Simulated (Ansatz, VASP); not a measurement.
Two plane-wave programs on TaSbSe

The input INCAR:

```
PREC = Accurate
ENCUT = 600
EDIFF = 1E-6
ISMEAR = -1
SIGMA = 0.05
LREAL = False
LASPH = True
NELM = 80
ALGO = Normal
ISIF = 3
LWAVE = False
LCHARG = False
GGA = RE
IBRION = 2
NSW = 60
EDIFFG = -0.01
```

File KPOINTS:

```
regular mesh
0
Gamma
  7 7 5
```

Contents of POSCAR:

```
TaSbSe
1.0
    3.6296100000      0.0000000000      0.0000000000
    0.0000000000      3.6296100000      0.0000000000
    0.0000000000      0.0000000000      5.6345500000
Ta Sb Se
1 1 1
Direct
    0.0000000000      0.0000000000      0.0000000000
    0.0000000000      0.0000000000      0.5000000000
    0.5000000000      0.5000000000      0.0000000000
```

Contents of input.yaml:

```yaml
crystal:
  lattice:
    - [3.62961, 0.0, 0.0]
    - [0.0, 3.62961, 0.0]
    - [0.0, 0.0, 5.63455]
  atoms:
    - { symbol: Ta, position: [0.0, 0.0, 0.0] }
    - { symbol: Sb, position: [0.0, 0.0, 0.5] }
    - { symbol: Se, position: [0.5, 0.5, 0.0] }
hamiltonian:
  xc: revpbe
  pseudopotentials: { kind: paw }
kpoints:
  mp_grid: { grid: [7, 7, 5] }
scf:
  occupations: { method: fermi_dirac, width: 0.05 }
output:
  forces: true
  stress: true
  eigenvalues: true
relax:
  f_tol: 0.01
  max_steps: 40
  cell: { stress_tol: 0.05 }
```

The cell was built by a generator and needn't be a form met in nature.

Alike in both runs: task relaxation of cell and atoms; functional revPBE; k mesh 7 × 7 × 5; occupations fermi-dirac, width 0.05 eV; no spin polarisation.

```csv
,VASP,Ansatz
version,VASP 6.6.1,Ansatz 0.2.0
potentials or method,"VASP PAW PBE potentials, release 64 (Ta_pv, Sb, Se)",Ansatz PAW
plane-wave cutoff (eV),600,420
valence electrons in the cell,22,44
```

```csv
,VASP,Ansatz,Ansatz less VASP
"gap on the k mesh at the Fermi level, each at its own relaxed structure (eV)",none,none,-
relaxed volume (Å³/atom),25.10,25.09,-0.009
relaxed cell length with the largest relative difference (Å),5.661,5.663,+0.0023
energy change over the relaxation (meV/atom),-1,-1,+0.1
```

A gap of «none» marks a metal or a gap that the smearing closes. The two sets of potentials don't hold the same shells in valence.

Caveats: the PAW data sets were made with another functional, which shifts forces and pressure a little (VASP); the plane-wave basis is chosen anew once the cell has moved, so the energies of steps on either side of that aren't comparable (Ansatz); the PAW data sets come from PBE, with cores solved anew for the run's functional, which leaves a small shift of forces and pressure (Ansatz). Spin-orbit coupling is left out, which matters for the levels of Sb, Ta.
